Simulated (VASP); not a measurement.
```
PbS
1.0
    0.00000     3.01314     3.01314
    3.01314     0.00000     3.01314
    3.01314     3.01314     0.00000
Pb S
1 1
Direct
  0.00000   0.00000   0.00000
  0.50000   0.50000   0.50000
```

Calculation: revTPSS meta-GGA, VASP's PBE PAW potentials (set 64) (plane waves; VASP). Settings: 520 eV cut-off, 8×8×8 Γ-centred mesh, Gaussian smearing of 0.050 eV, potentials Pb_d S.

**Question.** Give the stress tensor in GPa (positive for a compressed cell).

**Answer.** 
```
-1.52   0.00   0.00
 0.00  -1.52   0.00
 0.00   0.00  -1.52
```
The pressure is its mean diagonal, -1.52 GPa.

The compound is PbS in the rock salt structure. This cell is one point of a volume scan, at 1.03 of the reference volume.
